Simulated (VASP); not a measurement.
SnTe (rock salt):

```
CELL_PARAMETERS angstrom
      0.00000     3.16000     3.16000
      3.16000     0.00000     3.16000
      3.16000     3.16000     0.00000
ATOMIC_POSITIONS crystal
  Sn 0.00000 0.00000 0.00000
  Te 0.50000 0.50000 0.50000
```

The highest filled band near L, direction along the valley's axis, from PBE with spin-orbit coupling in VASP (PAW); its two spin partners are averaged. The gap over the points computed is 0.18 eV, and the next band on that side lies 1.43 eV away at the edge.

Settings: 400 eV cut-off, 8×8×8 Γ-centred mesh, Gaussian smearing of 0.050 eV, potentials Sn_d Te.

```tsv
distance from the edge in k (1/Å)	distance in energy (meV)
0.018	4.0
0.025	7.6
0.035	14.7
0.050	29.1
0.070	54.4
```

Task: Fit E(1 + αE) = ħ²k²/2m* (ħ²/2m0 = 3.810 eV Å²) and predict the row at 0.095 1/Å.

Result: Least squares on the energies gives the hole mass m* = 0.308 m0 and α = 2.07 per eV, and so 93.4 meV. The run gave 93.0 meV, -0.4 meV from the fit.

Left out are points under 3 meV from the edge, since the levels carry 0.1 meV, and points farther than half the way to the next band.

The compound is SnTe in the rock salt structure, which distorts at low temperature. The cell was not relaxed at this level.
